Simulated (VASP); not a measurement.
Set up this calculation in VASP 6.6.1, as the native input.

```
Task                   : band structure
Functional             : PBE
Dispersion             : D3(BJ)
Potentials or basis    : VASP PAW PBE potentials, release 64 (Zn, Se)
Cutoff                 : 520 eV
k mesh                 : 8 × 8 × 8
Occupations            : gaussian, width 0.02 eV
Spin                   : no spin polarisation
Further INCAR settings : ALGO = Normal; EDIFF = 1e-07; NBANDS = 16
```

ZnSe:

```
CELL_PARAMETERS angstrom
0.00000 2.83070 2.83070
2.83070 0.00000 2.83070
2.83070 2.83070 0.00000
ATOMIC_POSITIONS crystal
Zn 0.00000 0.00000 0.00000
Se 0.25000 0.25000 0.25000
```

The cell was built by a generator and needn't be a form met in nature.

One way to write it, as run:

POSCAR

```
ZnSe                                    
1.0
    0.0000000000      2.8307044220      2.8307044220
    2.8307044220     -0.0000000000      2.8307044220
    2.8307044220      2.8307044220     -0.0000000000
  Zn              Se            
     1     1
Direct
     0.0000000000000000    0.0000000000000000    0.0000000000000000
     0.2500000000000000    0.2500000000000000    0.2500000000000000
```

INCAR.step1

```
  PREC = Accurate
  ENCUT = 520
  EDIFF = 1E-7
  ISMEAR = 0
  SIGMA = 0.02
  LREAL = F
  LASPH = T
  NELM = 80
  ALGO = Normal
  ISIF = 2
  LWAVE = F
  LCHARG = T
  GGA = PE
  IVDW = 12
  NBANDS = 16
```

KPOINTS.step1

```
regular mesh
0
Gamma
  8 8 8
```

INCAR.step2

```
  PREC = Accurate
  ENCUT = 520
  EDIFF = 1E-7
  ISMEAR = 0
  SIGMA = 0.05
  LREAL = F
  LASPH = T
  NELM = 80
  ALGO = Normal
  ISIF = 2
  LWAVE = F
  LCHARG = F
  GGA = PE
  IVDW = 12
  NBANDS = 16
  ICHARG = 11
```

KPOINTS.step2

```
path GXWKGLUWLK,UX
20
line-mode
reciprocal
 0.0000000000  0.0000000000  0.0000000000  G
 0.5000000000  0.0000000000  0.5000000000  X

 0.5000000000  0.0000000000  0.5000000000  X
 0.5000000000  0.2500000000  0.7500000000  W

 0.5000000000  0.2500000000  0.7500000000  W
 0.3750000000  0.3750000000  0.7500000000  K

 0.3750000000  0.3750000000  0.7500000000  K
 0.0000000000  0.0000000000  0.0000000000  G

 0.0000000000  0.0000000000  0.0000000000  G
 0.5000000000  0.5000000000  0.5000000000  L

 0.5000000000  0.5000000000  0.5000000000  L
 0.6250000000  0.2500000000  0.6250000000  U

 0.6250000000  0.2500000000  0.6250000000  U
 0.5000000000  0.2500000000  0.7500000000  W

 0.5000000000  0.2500000000  0.7500000000  W
 0.5000000000  0.5000000000  0.5000000000  L

 0.5000000000  0.5000000000  0.5000000000  L
 0.3750000000  0.3750000000  0.7500000000  K

 0.6250000000  0.2500000000  0.6250000000  U
 0.5000000000  0.0000000000  0.5000000000  X
```

Potentials or basis: VASP PAW PBE potentials, release 64 (Zn, Se).

Launch:

```sh
$ cat potpaw_PBE.64/Zn/POTCAR potpaw_PBE.64/Se/POTCAR > POTCAR
$ cp INCAR.step1 INCAR
$ cp KPOINTS.step1 KPOINTS
$ mpirun -np 1 vasp_std > vasp.out
$ cp INCAR.step2 INCAR
$ cp KPOINTS.step2 KPOINTS
$ mpirun -np 1 vasp_std > vasp.out
```

It gave:

```
Band gap on the k mesh     : 1.30 eV, direct
Band gap along the path    : 1.30 eV, direct
Dispersion energy per atom : -0.323 eV
```

Caveat: the log is that of the step along the path at fixed density, whose energy, stress, charges and moments have no meaning.

It took 55 s on 1 thread of AMD EPYC 9R14 (Zen 4) (shared host), peak memory 0.25 GiB.
